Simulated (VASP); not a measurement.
An input for Ansatz (written as the equivalent of a VASP run, and not itself run):

Ansatz 0.2 input:
```yaml
crystal:
  lattice:
    - [2.4920882, 0.0000000, 0.0000000]
    - [0.0000000, 2.4920882, 0.0000000]
    - [0.0000000, 0.0000000, 2.4920882]
  atoms:
    - { symbol: Ru, position: [0.0000000, 0.0000000, 0.0000000] }
kpoints:
  mp_grid: { grid: [14, 14, 14] }
hamiltonian:
  xc: r2scan
  pseudopotentials: { kind: paw }
scf:
  occupations: { method: methfessel_paxton, width: 0.1 }
  max_iter: 100
output: { forces: true, stress: true, eigenvalues: true }
```

Task: Translate this input to VASP (INCAR, KPOINTS, POSCAR, choice of POTCAR).

Result: One answer among several that fit: 
File KPOINTS:
```
Automatic mesh
0
Gamma
14 14 14
0 0 0
```

### POSCAR
```
Ru
1
    2.4920882256     0.0000000000     0.0000000000
    0.0000000000     2.4920882256     0.0000000000
    0.0000000000     0.0000000000     2.4920882256
Ru
1
Direct
  0.0000000000   0.0000000000   0.0000000000
```

### INCAR
```
ISMEAR=1   # Methfessel-Paxton
PREC=Accurate
LMAXMIX=4   # l cut-off of mixed one-centre charges
ALGO=Normal
ISIF=2   # forces and stress, cell fixed
SYSTEM=Ru
LMIXTAU=.TRUE.
LASPH=.TRUE.   # aspherical one-centre terms
LREAL=.FALSE.   # projection in real space or not
METAGGA=R2SCAN
EDIFF=1E-7   # SCF stop (eV)
LWAVE=.FALSE.
ENCUT=480   # plane-wave cut-off (eV)
SIGMA=0.1   # width (eV)
NELM=100   # most electronic steps
LCHARG=.FALSE.
```

POTCAR, in this order: Ru_pv (PBE.64 set). Program: vasp_std.

The two are equivalent in intent, not identical: each code has its own PAW files, so the cut-off isn't converted (ENCUT is set for VASP's; basis.ecutwfc is left out, and Ansatz then takes the one that its files recommend); Ansatz stops its SCF on the density residual and VASP on the energy change (EDIFF).

The structure was generated: Ru was put into the simple-cubic type (Pm-3m), which need not be its known phase. It was relaxed first.
